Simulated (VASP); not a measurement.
# NaBeSi3 (P1) in VASP: density of states with PBE

Aim: the density of states of NaBeSi3 with PBE.

Everything below comes from runs of VASP 6.6.1. Logs are shortened: lines on timing, memory, paths and dates and some standing lists are left out, and cuts for length are marked.

### 1 The crystal as given

The typed cell holds 5 atoms: a = 3.767 Å, b = 3.745 Å, c = 3.744 Å, α = 90.68°, β = 90.11°, γ = 90.36°.

The cell was built by a generator and needn't be a form met in nature.

### 2 Density of states, PBE

Contents of POSCAR:

```
NaBeSi3
1.0
    3.7664990100     -0.0117128100     -0.0035334100
   -0.0117128100      3.7444547300     -0.0222310300
   -0.0035334100     -0.0222310300      3.7441395300
Na Be Si
1 1 3
Direct
    0.5101610000      0.5111500000      0.4749090000
    0.9718720000      0.0200970000      0.9897350000
    0.0010460000      0.9745580000      0.4887520000
    0.5000340000      0.9887420000      0.9859850000
    0.0365620000      0.5224250000      0.9625190000
```

Contents of INCAR.step1:

```
SYSTEM = NaBeSi3
PREC = Accurate
ENCUT = 520
EDIFF = 1E-6
ISMEAR = -1
SIGMA = 0.1
LREAL = .FALSE.
LASPH = .TRUE.
NELM = 100
ALGO = Normal
ISIF = 2
LWAVE = .FALSE.
LCHARG = .TRUE.
GGA = PE
NBANDS = 18
```

Contents of KPOINTS.step1:

```
Automatic mesh
0
G
  5 5 5
  0 0 0
```

Contents of INCAR.step2:

```
SYSTEM = NaBeSi3
PREC = Accurate
ENCUT = 520
EDIFF = 1E-6
ISMEAR = -5
SIGMA = 0.1
LREAL = .FALSE.
LASPH = .TRUE.
NELM = 100
ALGO = Normal
ISIF = 2
LWAVE = .FALSE.
LCHARG = .FALSE.
GGA = PE
LORBIT = 10
NEDOS = 1001
ICHARG = 11
```

Contents of KPOINTS.step2:

```
Automatic mesh
0
G
  8 8 8
  0 0 0
```

Potentials or basis: VASP PAW PBE potentials, release 64 (Na_pv, Be, Si).

The run is started by

```
cat potpaw_PBE.64/Na_pv/POTCAR potpaw_PBE.64/Be/POTCAR potpaw_PBE.64/Si/POTCAR > POTCAR
cp INCAR.step1 INCAR
cp KPOINTS.step1 KPOINTS
mpirun -np 1 vasp_std > vasp.out
cp INCAR.step2 INCAR
cp KPOINTS.step2 KPOINTS
mpirun -np 1 vasp_std > vasp.out
```

OUTCAR:

```text
SYSTEM = NaBeSi3
   PREC = Accurate
   ENCUT = 520
   EDIFF = 1E-6
   ISMEAR = -5
   LREAL = .FALSE.
   LASPH = .TRUE.
   NELM = 100
   ISIF = 2
   GGA = PE
   LORBIT = 10
   ICHARG = 11

 ion  position               nearest neighbor table
   1  0.510  0.511  0.475-   3 2.53   5 2.56   4 2.57   3 2.59   4 2.60   5 2.62   4 2.66   5 2.69
                             3 2.74   4 2.75   5 2.76   3 2.77
   2  0.972  0.020  0.990-   4 1.78   3 1.88   5 1.88   3 1.88   5 1.90   4 1.99
   3  0.001  0.975  0.489-   2 1.88   2 1.88   5 2.47   1 2.53   5 2.59   1 2.59   4 2.64   4 2.65
                             4 2.66   4 2.66   5 2.70   1 2.74   1 2.77   5 2.86
   4  0.500  0.989  0.986-   2 1.78   2 1.99   5 2.46   1 2.57   1 2.60   3 2.64   3 2.65   1 2.66
                             3 2.66   5 2.66   3 2.66   5 2.68   1 2.75   5 2.84
   5  0.037  0.522  0.963-   2 1.88   2 1.90   4 2.46   3 2.47   1 2.56   3 2.59   1 2.62   4 2.66
                             4 2.68   1 2.69   3 2.70   1 2.76   4 2.84   3 2.86

  LATTYP: Found a triclinic cell.
 ALAT       =     5.2638184431
 B/A-ratio  =     0.7113100948
 C/A-ratio  =     0.7155487827
 COS(alpha) =     0.0018633250
 COS(beta)  =     0.0057587025
 COS(gamma) =     0.7028652605

  Lattice vectors:

 A1 = (   0.0152462200,  -3.7222237000,  -3.7219085000)
 A2 = (   0.0035334100,   0.0222310300,  -3.7441395300)
 A3 = (   3.7664990100,  -0.0117128100,  -0.0035334100)

Analysis of symmetry for initial positions (statically):
=====================================================================
 Subroutine PRICEL returns:
 Original cell was already a primitive cell.

 Routine SETGRP: Setting up the symmetry group for a
 triclinic supercell.

 Subroutine GETGRP returns: Found  1 space group operations
 (whereof  1 operations were pure point group operations)
 out of a pool of  2 trial point group operations.

The static configuration has the point symmetry C_1 .

Analysis of symmetry for dynamics (positions and initial velocities):
=====================================================================
 Subroutine PRICEL returns:
 Original cell was already a primitive cell.

 Routine SETGRP: Setting up the symmetry group for a
 triclinic supercell.

 Subroutine GETGRP returns: Found  1 space group operations
 (whereof  1 operations were pure point group operations)
 out of a pool of  2 trial point group operations.

The dynamic configuration has the point symmetry C_1 .

 Subroutine INISYM returns: Found  1 space group operations
 (whereof  1 operations are pure point group operations),
 and found     1 'primitive' translations

----------------------------------------------------------------------------------------

                                     Primitive cell

  volume of cell :      52.8030

  direct lattice vectors                    reciprocal lattice vectors
     3.766499010 -0.011712810 -0.003533410     0.265501370  0.000832016  0.000255498
    -0.011712810  3.744454730 -0.022231030     0.000832016  0.267073603  0.001586549
    -0.003533410 -0.022231030  3.744139530     0.000255498  0.001586549  0.267093725

  length of vectors
     3.766518879  3.744539042  3.744207196     0.265502797  0.267079611  0.267098559

  position of ions in fractional coordinates (direct lattice)
     0.510161000  0.511150000  0.474909000
     0.971872000  0.020097000  0.989735000
     0.001046000  0.974558000  0.488752000
     0.500034000  0.988742000  0.985985000
     0.036562000  0.522425000  0.962519000

  ion indices of the primitive-cell ions
   primitive index   ion index
                 1           1
                 2           2
                 3           3
                 4           4
                 5           5

----------------------------------------------------------------------------------------

 KPOINTS: Automatic mesh

Automatic generation of k-mesh.
 Grid dimensions read from file:
 generate k-points for:    8    8    8

 Generating k-lattice:

  Cartesian coordinates                     Fractional coordinates (reciprocal lattice)
     0.033187671  0.000104002  0.000031937     0.125000000 -0.000000000  0.000000000
     0.000104002  0.033384200  0.000198319     0.000000000  0.125000000  0.000000000
     0.000031937  0.000198319  0.033386716    -0.000000000  0.000000000  0.125000000

  Length of vectors
     0.033187850  0.033384951  0.033387320

  Shift w.r.t. Gamma in fractional coordinates (k-lattice)
     0.000000000  0.000000000  0.000000000

 TETIRR: Found   1536 inequivalent tetrahedra from     3072

 Subroutine IBZKPT returns following result:
 ===========================================

 Found    260 irreducible k-points:

 Following reciprocal coordinates:
            Coordinates               Weight
  0.000000  0.000000  0.000000      1.000000
  0.125000  0.000000 -0.000000      2.000000
  0.250000  0.000000 -0.000000      2.000000
  0.375000  0.000000  0.000000      2.000000
  0.500000  0.000000 -0.000000      1.000000
  0.000000  0.125000  0.000000      2.000000
[... 16 lines left out ...]
  0.125000  0.375000  0.000000      2.000000
  0.250000  0.375000  0.000000      2.000000
 [... further k-points ...]
   k-points           NKPTS =    260   k-points in BZ     NKDIM =    260   number of bands    NBANDS=     14
   number of dos      NEDOS =   1001   number of ions     NIONS =      5
   total plane-waves  NPLWV =  21952
   dimension x,y,z NGX =    28 NGY =   28 NGZ =   28
   dimension x,y,z NGXF=    56 NGYF=   56 NGZF=   56
   ions per type =               1   1   3
   NGX,Y,Z   is equivalent  to a cutoff of  12.36, 12.43, 12.43 a.u.
   NGXF,Y,Z  is equivalent  to a cutoff of  24.72, 24.86, 24.86 a.u.
 SYSTEM =  NaBeSi3
   PREC   = accura    normal or accurate (medium, high low for compatibility)
   ISTART =      0    job   : 0-new  1-cont  2-samecut
   ICHARG =     11    charge: 1-file 2-atom 10-const
   ISPIN  =      1    spin polarized calculation?
   LNONCOLLINEAR =      F non collinear calculations
   LSORBIT =      F    spin-orbit coupling
   LASPH  =      T    aspherical Exc in radial PAW
   ENCUT  =  520.0 eV  38.22 Ry    6.18 a.u.   7.00  6.96  6.96*2*pi/ulx,y,z
   NELM   =    100;   NELMIN=  2; NELMDL=  0     # of ELM steps
   EDIFF  = 0.1E-05   stopping-criterion for ELM
   LREAL  =      F    real-space projection
   EDIFFG = 0.1E-04   stopping-criterion for IOM
   NSW    =      0    number of steps for IOM
   IBRION =     -1    ionic relax: 0-MD 1-quasi-New 2-CG
   NFREE  =      0    steps in history (QN), initial steepest desc. (CG)
   ISIF   =      2    stress and relaxation
   ISYM   =      2    0-nonsym 1-usesym 2-fastsym
   POTIM  = 0.5000    time-step for ionic-motion
   TEBEG  =    0.0;   TEEND  =   0.0 temperature during run
   PSTRESS=    0.0 pullay stress
   NELECT =      21.0000    total number of electrons
   NUPDOWN=      -1.0000    fix difference up-down
   EMIN   =  10.00;   EMAX   =-10.00  energy-range for DOS
   EFERMI =   0.00;   METHOD = LEGACY
   ISMEAR =    -5;   SIGMA  =   0.10  broadening in eV -4-tet -1-fermi 0-gaus
   EFERMI_NEDOS =   21; number of points for ismear=-14 and -15
   IALGO  =     38    algorithm
   IMIX   =      4    mixing-type and parameters
     AMIX     =   0.40;   BMIX     =  1.00
     AMIX_MAG =   1.60;   BMIX_MAG =  1.00
  volume/ion in A,a.u.               =      10.56        71.27
  Fermi-wavevector in a.u.,A,eV,Ry     =   1.203913  2.275066 19.720371  1.449406
  Thomas-Fermi vector in A             =   2.339653
   LORBIT       =     10    0 simple, 1 ext, 2 COOP (PROOUT), +10 PAW based schemes
   GGA     = PE    functional components
   LHFCALC =     F    Hartree Fock is set to
   AEXX    =    0.0000 exact exchange contribution
   IVDW    =     0    specifies the selected vdW correction
   LEPSILON=     F    determine dielectric tensor
   LRPA    =     F    only Hartree local field effects (RPA)
 non-spin polarized calculation
 Fermi weights with tetrahedron method with Bloechl corrections
  energy-cutoff  :      520.00
  volume of cell :       52.80
 maximum number of plane-waves:      1439

 number of electron      21.0000017 magnetization

 Free energy of the ion-electron system (eV)
  ---------------------------------------------------
  ext. energy  EPLUGINS =         0.00000000
  ---------------------------------------------------
  free energy    TOTEN  =       -13.21260911 eV

  energy without entropy =      -13.21260911  energy(sigma->0) =      -13.21260911

 E-fermi :  10.9344     XC(G=0): -11.5879

 val. band max:       11.1551785869   @ k =   0.1250   0.2500   0.0000
 cond. band min:      10.5751853496   @ k =   0.3750   0.0000   0.0000
 fundamental gap:     -0.5799932372
 Fermi energy:        10.9344314704

 k-point     1 :       0.0000    0.0000    0.0000
  band No.  band energies     occupation
      1     -13.5417      2.00000
      2     -13.5278      2.00000
      3     -13.5259      2.00000
      4      -3.9981      2.00000
      5       4.1345      2.00000
      6       4.2200      2.00000
      7       4.3190      2.00000
      8       6.2286      2.00000
      9       6.4347      2.00000
     10      10.1362      2.00000
     11      14.1431      0.00000
     12      14.1732      0.00000
     13      14.4975      0.00000
     14      14.6128      0.00000
[... 375 lines left out ...]
 k-point    24 :       0.2500    0.3750    0.0000
  band No.  band energies     occupation
      1     -13.5796      2.00000
      2     -13.5491      2.00000
      3     -13.5210      2.00000
      4      -2.2749      2.00000
      5       0.5938      2.00000
      6       2.3611      2.00000
      7       5.2301      2.00000
      8       6.6568      2.00000
      9       9.0413      2.00000
     10      10.2084      2.00000
     11      11.5040      0.02144
     12      11.6814     -0.00030
     13      12.0166      0.00000
     14      13.6960      0.00000

 [... further k-points ...]

------------------------ aborting loop because EDIFF is reached ----------------------------------------

  FORCE on cell =-STRESS in cart. coord.  units (eV):
  Direction    XX          YY          ZZ          XY          YZ          ZX
  --------------------------------------------------------------------------------------
  -------------------------------------------------------------------------------------
  Total       24.5549960     23.1943456     23.2354840      0.2058952      0.2483079     -0.2763666
  in kB      745.0611486    703.7755476    705.0237921      6.2473842      7.5342943     -8.3856661
  external PRESSURE =     717.9534961 kB  Pullay stress =       0.0000000 kB

 VOLUME and BASIS-vectors are now :
 -----------------------------------------------------------------------------
  energy-cutoff  :      520.00
  volume of cell :       52.80
      direct lattice vectors                 reciprocal lattice vectors
     3.766499010 -0.011712810 -0.003533410     0.265501370  0.000832016  0.000255498
    -0.011712810  3.744454730 -0.022231030     0.000832016  0.267073603  0.001586549
    -0.003533410 -0.022231030  3.744139530     0.000255498  0.001586549  0.267093725

 POSITION                                       TOTAL-FORCE (eV/Angst)
 -----------------------------------------------------------------------------------
      1.91386      1.89744      1.76496         0.498428     -1.354131     -0.154738
      3.65682      0.04187      3.70183         1.665426      2.118201      0.681551
     -0.00920      3.63831      1.80829         0.901752     -0.048953      0.021335
      1.86831      3.67452      3.66792        -3.786516     -0.156937     -0.279191
      0.12819      1.93437      3.59206         0.720911     -0.558180     -0.268958
 -----------------------------------------------------------------------------------
    total drift:                                0.017820     -0.016979     -0.003167

  FREE ENERGIE OF THE ION-ELECTRON SYSTEM (eV)
  ---------------------------------------------------
  free  energy   TOTEN  =       -13.2126091130 eV

  energy  without entropy=      -13.2126091130  energy(sigma->0) =      -13.21260911

 total charge

# of ion       s       p       d       tot
------------------------------------------
    1        0.146   6.084   0.000   6.230
    2        0.673   1.465   0.000   2.138
    3        0.833   0.951   0.000   1.784
    4        0.840   0.945   0.000   1.785
    5        0.828   0.961   0.000   1.788
--------------------------------------------------
tot          3.319  10.406   0.000  13.725
```

Wall time 2.2 min (1 thread of Intel Xeon Platinum 8488C (Sapphire Rapids), shared host); peak memory 0.29 GiB.

What came out:

- Valence electrons inside the program's atomic spheres: Na 6.23; Be 2.14; Si 1.78, 1.79

Levels at points of the mesh, in eV from the Fermi level:
```csv
k point,band 8,band 9,band 10,band 11,band 12,band 13
"(0.00, 0.00, 0.00)",-4.71,-4.50,-0.80,3.21,3.24,3.56
"(0.50, 0.00, 0.00)",-2.83,-1.56,-1.40,-1.18,-1.01,1.27
"(0.00, 0.50, 0.00)",-3.01,-1.69,-1.42,-1.00,-0.81,1.39
"(0.50, 0.50, 0.00)",-4.99,-1.06,-0.81,-0.52,0.82,0.94
"(0.00, 0.00, 0.50)",-2.92,-1.79,-1.41,-1.16,-0.87,1.40
"(0.50, 0.00, 0.50)",-4.86,-1.04,-0.98,-0.37,0.81,0.97
"(0.00, 0.50, 0.50)",-5.03,-1.26,-1.03,-0.43,0.75,1.00
"(0.50, 0.50, 0.50)",-5.77,-5.68,-5.59,0.53,6.18,6.74
```

States per cell in windows of 0.5 eV (zero at the Fermi level; states under -8 eV left out):
| from (eV) | total | Be2_p | Si4_p | Si3_p | Si5_p | Si4_s | Si3_s |
| --- | --- | --- | --- | --- | --- | --- | --- |
| -8.0 | 0.41 | 0.07 | 0.03 | 0.03 | 0.03 | 0.02 | 0.02 |
| -7.5 | 0.56 | 0.10 | 0.05 | 0.05 | 0.04 | 0.02 | 0.02 |
| -7.0 | 0.63 | 0.13 | 0.06 | 0.06 | 0.06 | 0.01 | 0.01 |
| -6.5 | 0.81 | 0.17 | 0.08 | 0.08 | 0.08 | 0.01 | 0.01 |
| -6.0 | 0.51 | 0.08 | 0.05 | 0.05 | 0.05 | 0.00 | 0.00 |
| -5.5 | 0.41 | 0.04 | 0.04 | 0.04 | 0.04 | 0.00 | 0.00 |
| -5.0 | 0.36 | 0.02 | 0.03 | 0.03 | 0.03 | 0.00 | 0.00 |
| -4.5 | 0.40 | 0.02 | 0.03 | 0.03 | 0.03 | 0.01 | 0.01 |
| -4.0 | 0.53 | 0.02 | 0.04 | 0.04 | 0.04 | 0.02 | 0.02 |
| -3.5 | 0.68 | 0.03 | 0.05 | 0.05 | 0.05 | 0.03 | 0.03 |
| -3.0 | 0.54 | 0.03 | 0.04 | 0.04 | 0.04 | 0.02 | 0.02 |
| -2.5 | 0.85 | 0.05 | 0.06 | 0.06 | 0.07 | 0.04 | 0.04 |
| -2.0 | 0.74 | 0.05 | 0.05 | 0.05 | 0.06 | 0.03 | 0.03 |
| -1.5 | 0.85 | 0.05 | 0.07 | 0.07 | 0.07 | 0.03 | 0.03 |
| -1.0 | 0.62 | 0.05 | 0.05 | 0.05 | 0.05 | 0.01 | 0.02 |
| -0.5 | 0.79 | 0.06 | 0.06 | 0.06 | 0.06 | 0.03 | 0.03 |
| 0.0 | 0.59 | 0.04 | 0.05 | 0.05 | 0.04 | 0.02 | 0.02 |
| 0.5 | 0.73 | 0.06 | 0.06 | 0.05 | 0.05 | 0.02 | 0.02 |
| 1.0 | 0.74 | 0.07 | 0.06 | 0.05 | 0.05 | 0.02 | 0.02 |
| 1.5 | 1.11 | 0.11 | 0.08 | 0.08 | 0.08 | 0.02 | 0.02 |
| 2.0 | 0.85 | 0.08 | 0.06 | 0.06 | 0.06 | 0.01 | 0.01 |
| 2.5 | 0.78 | 0.08 | 0.06 | 0.06 | 0.05 | 0.01 | 0.01 |
| 3.0 | 0.64 | 0.06 | 0.05 | 0.05 | 0.05 | 0.01 | 0.01 |
| 3.5 | 0.67 | 0.07 | 0.06 | 0.05 | 0.05 | 0.01 | 0.01 |
| 4.0 | 0.50 | 0.06 | 0.03 | 0.03 | 0.03 | 0.01 | 0.01 |
| 4.5 | 0.21 | 0.04 | 0.01 | 0.01 | 0.01 | 0.00 | 0.00 |
| 5.0 | 0.08 | 0.02 | 0.00 | 0.00 | 0.00 | 0.00 | 0.00 |
| 5.5 | 0.05 | 0.02 | 0.00 | 0.00 | 0.00 | 0.00 | 0.00 |
| 6.0 | 0.03 | 0.01 | 0.00 | 0.00 | 0.00 | 0.00 | 0.00 |
| 6.5 | 0.01 | 0.01 | 0.00 | 0.00 | 0.00 | 0.00 | 0.00 |
| 7.0 | 0.00 | 0.00 | 0.00 | 0.00 | 0.00 | 0.00 | 0.00 |
| 7.5 | 0.00 | 0.00 | 0.00 | 0.00 | 0.00 | 0.00 | 0.00 |

Caveat: the cell as given lies far from equilibrium; tetrahedron occupations give inexact forces and stress in metals.
